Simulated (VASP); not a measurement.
Given:

```yaml
crystal:
  lattice:
    - [0.00000, 2.65459, 2.65459]
    - [2.65459, 0.00000, 2.65459]
    - [2.65459, 2.65459, 0.00000]
  atoms:
    - { symbol: Li, position: [0.00000, 0.00000, 0.00000] }
    - { symbol: Br, position: [0.50000, 0.50000, 0.50000] }
```

All values below come from LDA (Ceperley-Alder, Perdew-Zunger), VASP's LDA PAW potentials (set 64) (plane waves; VASP). Numerical set-up: 520 eV cut-off, 11×11×11 Γ-centred mesh, Gaussian smearing of 0.010 eV, potentials Li_sv Br.

The job: LiBr (rock salt), 2 atoms, LDA, optics run with many empty bands, 520 eV, 11×11×11 Γ-centred mesh. Roughly how much core time does it take on a busy server core?

About 20 core-seconds (one run on a shared machine, a rough figure). It had 56 irreducible k-points, 27 bands, up to 1026 plane waves and 11 electronic steps.

The compound is LiBr in the rock salt structure. It was relaxed first, which changed the volume by -10 %.
